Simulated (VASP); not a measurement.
```yaml
crystal:
  lattice:
    - [2.40261, 0.00000, 0.00000]
    - [0.00000, 2.40261, 0.00000]
    - [0.00000, 0.00000, 2.40261]
  atoms:
    - { symbol: V, position: [0.00000, 0.00000, 0.00000] }
```

Computed with PBEsol GGA with spin-orbit coupling, VASP's PBE PAW potentials (set 64) (plane waves; VASP 6.6.1). Settings: 400 eV cut-off, 14×14×14 Γ-centred mesh, Gaussian smearing of 0.050 eV, potentials V_sv.

Task: Give the energies of bands 9 to 19 at the high-symmetry points, in eV from the Fermi level.

Result: 
```json
[
 {"band": "9", "Γ": "-6.55", "X": "-2.33", "M": "-3.93", "R": "-2.21"},
 {"band": "10", "Γ": "-6.55", "X": "-2.33", "M": "-3.93", "R": "-2.21"},
 {"band": "11", "Γ": "-2.35", "X": "-1.51", "M": "-0.76", "R": "-2.21"},
 {"band": "12", "Γ": "-2.35", "X": "-1.51", "M": "-0.76", "R": "-2.21"},
 {"band": "13", "Γ": "-2.35", "X": "-0.15", "M": "2.01", "R": "-2.18"},
 {"band": "14", "Γ": "-2.35", "X": "-0.15", "M": "2.01", "R": "-2.18"},
 {"band": "15", "Γ": "3.69", "X": "1.53", "M": "2.04", "R": "5.23"},
 {"band": "16", "Γ": "3.69", "X": "1.53", "M": "2.04", "R": "5.23"},
 {"band": "17", "Γ": "3.69", "X": "1.55", "M": "5.11", "R": "5.23"},
 {"band": "18", "Γ": "3.69", "X": "1.55", "M": "5.11", "R": "5.23"},
 {"band": "19", "Γ": "3.75", "X": "3.91", "M": "6.38", "R": "10.44"}
]
```

It has no gap at this level: it comes out as a metal or semimetal.

The structure was generated: V was put into the simple-cubic type (Pm-3m), which need not be its known phase. It was relaxed first, which changed the volume by -10 %.
